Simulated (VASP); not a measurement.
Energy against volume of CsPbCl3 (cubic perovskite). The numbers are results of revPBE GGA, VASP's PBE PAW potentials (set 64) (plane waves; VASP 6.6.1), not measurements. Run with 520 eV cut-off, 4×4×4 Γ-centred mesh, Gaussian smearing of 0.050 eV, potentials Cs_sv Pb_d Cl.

```csv
V (Å³/atom),E (eV/atom)
37.234,-3.31437
38.423,-3.32240
39.611,-3.32536
40.799,-3.32403
```

**Question.** Fit these four points and predict the energy of the run at 41.988 Å³/atom.

**Answer.** A cubic in V^(−2/3), the third-order Birch-Murnaghan form, passes through the four points with V0 = 39.81 Å³/atom and B0 = 19 GPa, and gives -3.3191 eV/atom there. The run gave -3.3191 eV/atom, -0.1 meV/atom from the fit; all five points give B0 = 19 GPa.

The compound is CsPbCl3 in the cubic perovskite structure, the ideal cubic form; the compound distorts at low or room temperature. It was relaxed first, which changed the volume by +13 %.
